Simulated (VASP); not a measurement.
Here is the system:

```
Ba
1.0
   -2.51000     2.51000     2.51000
    2.51000    -2.51000     2.51000
    2.51000     2.51000    -2.51000
Ba
1
Cartesian
  0.00000   0.00000   0.00000
```

All values below come from LDA (Ceperley-Alder, Perdew-Zunger), VASP's LDA PAW potentials (set 64) (plane waves; VASP 6.6.1). Settings: 400 eV cut-off, 9×9×9 Γ-centred mesh, first-order Methfessel-Paxton smearing of 0.10 eV, potentials Ba_sv.

Energy and stress use the plane-wave basis of the starting cell.

**Question.** The ions, cell shape and volume are relaxed. Give the cell that the relaxation ends in.

**Answer.** 
```
Ba
1.0
   -2.38219     2.38219     2.38219
    2.38219    -2.38219     2.38219
    2.38219     2.38219    -2.38219
Ba
1
Cartesian
  2.38219   2.38219  -2.38219
```
Space group Im-3m (229), at a tolerance of 0.03 Å.

**Question.** How do energy and volume change from the first to the last step?

**Answer.** The energy (σ→0) changes by -39.2 meV/atom and the volume by -14.5 %, in 4 ionic steps.

The compound is Ba in the bcc structure. This run relaxes it. Symmetry was kept, so distortions that lower it aren't found.
